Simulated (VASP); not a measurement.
Input:

```xyz
8
Lattice="4.6080 0.0000 0.0000 0.0000 4.6080 0.0000 0.0000 0.0000 4.6080" Properties=species:S:1:pos:R:3 pbc="T T T"
Si     0.7390     1.5650     3.0430
Si     3.0430     0.7390     1.5650
Si     3.8690     3.8690     3.8690
Si     1.5650     3.0430     0.7390
Ru     3.9903     2.9218     1.6862
Ru     1.6862     3.9903     2.9218
Ru     0.6178     0.6178     0.6178
Ru     2.9218     1.6862     3.9903
```

Calculation: LDA (Ceperley-Alder, Perdew-Zunger), VASP's LDA PAW potentials (set 64) (plane waves; VASP). Numerical set-up: 500 eV cut-off, 5×5×5 Γ-centred mesh, Gaussian smearing of 0.050 eV, potentials Si Ru_pv.

Energy and stress use the plane-wave basis of the starting cell.

Task: The ions, cell shape and volume at an external pressure of 20.0 GPa are relaxed. Give the cell that the relaxation ends in.

Result: 
```xyz
8
Lattice="4.5591 0.0000 0.0000 0.0000 4.5591 0.0000 0.0000 0.0000 4.5591" Properties=species:S:1:pos:R:3 pbc="T T T"
Si     0.7267     1.5529     3.0062
Si     3.0062     0.7267     1.5529
Si     3.8324     3.8324     3.8324
Si     1.5529     3.0062     0.7267
Ru     3.9375     2.9011     1.6579
Ru     1.6579     3.9375     2.9011
Ru     0.6216     0.6216     0.6216
Ru     2.9011     1.6579     3.9375
```
Space group P2_13 (198), at a tolerance of 0.03 Å.

Task: How do energy and volume change from the first to the last step?

Result: The energy (σ→0) changes by +36.3 meV/atom and the volume by -3.2 %, in 7 ionic steps.

```csv
step,E(σ→0) (eV),max force (eV/Å),pressure (GPa),volume (Å³)
1,-72.0438,0.016,10.18,97.85
2,-70.0863,0.813,55.34,87.62
3,-71.7968,0.193,19.64,95.17
4,-71.7863,0.199,19.97,95.09
5,-71.7794,0.203,20.18,95.03
6,-71.7695,0.114,20.20,94.91
7,-71.7537,0.017,20.27,94.76
```

The compound is RuSi in the B20 structure. This run relaxes it under an external pressure of 20 GPa. Symmetry was kept, so distortions that lower it aren't found.
